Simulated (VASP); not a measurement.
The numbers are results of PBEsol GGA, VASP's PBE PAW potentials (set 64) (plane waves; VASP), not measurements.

VASP input:

### KPOINTS
```
K-points
0
gamma
10 10 10
```

**POSCAR**
```
SiC
1
    0.0000000000     2.1800000000     2.1800000000
    2.1800000000     0.0000000000     2.1800000000
    2.1800000000     2.1800000000     0.0000000000
Si C
1 1
Direct
  0.0000000000   0.0000000000   0.0000000000
  0.2500000000   0.2500000000   0.2500000000
```

INCAR:
```
LASPH=.True.
SYSTEM=SiC
ALGO=Normal   # blocked Davidson
ISIF=2
EDIFF=1E-7   # SCF stop (eV)
LREAL=.False.
NELM=100   # most electronic steps
SIGMA=0.05
LWAVE=.False.
ISMEAR=0
ENCUT=600
PREC=Accurate
LCHARG=.False.
GGA=PS   # PBEsol
```

POTCAR, in this order: Si C (PBE.64 set). Program: vasp_std.

The resulting files:

File OSZICAR:
```
       N       E                     dE             d eps       ncg     rms          rms(c)
DAV:   1     0.664487223580E+01    0.66449E+01   -0.44265E+03   776   0.947E+02
DAV:   2    -0.172963481315E+02   -0.23941E+02   -0.22630E+02  1128   0.116E+02
DAV:   3    -0.177078544498E+02   -0.41151E+00   -0.41151E+00   848   0.188E+01
DAV:   4    -0.177090286024E+02   -0.11742E-02   -0.11742E-02  1232   0.112E+00
DAV:   5    -0.177090289918E+02   -0.38941E-06   -0.38941E-06   856   0.168E-02    0.872E+00
DAV:   6    -0.159993179331E+02    0.17097E+01   -0.70872E+00   824   0.150E+01    0.389E+00
DAV:   7    -0.159304687013E+02    0.68849E-01   -0.33362E-01  1128   0.405E+00    0.175E+00
DAV:   8    -0.159160930350E+02    0.14376E-01   -0.19472E-02   840   0.121E+00    0.155E-01
DAV:   9    -0.159160682880E+02    0.24747E-04   -0.77582E-04  1160   0.220E-01    0.102E-01
DAV:  10    -0.159161083351E+02   -0.40047E-04   -0.85368E-05  1008   0.729E-02    0.214E-02
DAV:  11    -0.159161083271E+02    0.80283E-08   -0.12801E-05   992   0.224E-02    0.414E-03
DAV:  12    -0.159161084927E+02   -0.16563E-06   -0.53533E-07   848   0.574E-03    0.755E-04
DAV:  13    -0.159161085314E+02   -0.38700E-07   -0.33800E-08   544   0.159E-03
   1 F= -.15916109E+02 E0= -.15916109E+02  d E =-.134651E-13
```

### OUTCAR
```
------------------------ aborting loop because EDIFF is reached ----------------------------------------
  FORCE on cell =-STRESS in cart. coord.  units (eV):
  Direction    XX          YY          ZZ          XY          YZ          ZX
  --------------------------------------------------------------------------------------
  Total       -0.0341244     -0.0341244     -0.0341244     -0.0000000     -0.0000000     -0.0000000
  in kB       -2.6386179     -2.6386179     -2.6386179     -0.0000000     -0.0000000     -0.0000000
  external PRESSURE =      -2.6386179 kB  Pullay stress =       0.0000000 kB
  volume of cell :       20.72
      direct lattice vectors                 reciprocal lattice vectors
     0.000000000  2.180000000  2.180000000    -0.229357798  0.229357798  0.229357798
     2.180000000  0.000000000  2.180000000     0.229357798 -0.229357798  0.229357798
     2.180000000  2.180000000  0.000000000     0.229357798  0.229357798 -0.229357798
  FREE ENERGIE OF THE ION-ELECTRON SYSTEM (eV)
  ---------------------------------------------------
  free  energy   TOTEN  =       -15.9161085314 eV

  energy  without entropy=      -15.9161085314  energy(sigma->0) =      -15.91610853
```
(Selected blocks of OUTCAR.)

File OUTCAR:
```
 val. band max:        8.0405047904   @ k =   0.0000   0.0000   0.0000

 cond. band min:       9.2759664162   @ k =   0.5000   0.5000   0.0000


 Fermi energy:         8.2779990346

 k-point     1 :       0.0000    0.0000    0.0000
  band No.  band energies     occupation
      1      -7.3727      2.00000
      2       8.0405      2.00000
      3       8.0405      2.00000
      4       8.0405      2.00000
      5      14.2114      0.00000
      6      15.2742      0.00000
      7      15.2742      0.00000
      8      15.2742      0.00000

 k-point     2 :       0.1000    0.0000    0.0000
  band No.  band energies     occupation
      1      -7.1767      2.00000
      2       7.0256      2.00000
      3       7.9057      2.00000
      4       7.9057      2.00000
      5      14.4652      0.00000
      6      15.5182      0.00000
      7      15.5182      0.00000
      8      15.5525      0.00000

 k-point     3 :       0.2000    0.0000    0.0000
  band No.  band energies     occupation
      1      -6.5973      2.00000
      2       4.8965      2.00000
      3       7.5971      2.00000
      4       7.5971      2.00000
      5      14.1687      0.00000
      6      15.8755      0.00000
      7      15.8755      0.00000
      8      16.7459      0.00000

 k-point     4 :       0.3000    0.0000    0.0000
  band No.  band energies     occupation
      1      -5.6688      2.00000
      2       2.5744      2.00000
      3       7.2801      2.00000
      4       7.2801      2.00000
      5      13.7603      0.00000
      6      15.7291      0.00000
      7      15.7291      0.00000
      8      17.6914      0.00000

 k-point     5 :       0.4000    0.0000    0.0000
  band No.  band energies     occupation
      1      -4.5156      2.00000
      2       0.5072      2.00000
      3       7.0611      2.00000
      4       7.0611      2.00000
      5      13.4922      0.00000
      6      15.3451      0.00000
      7      15.3451      0.00000
...
```

The compound is SiC in the zinc blende structure. The cell was not relaxed at this level.
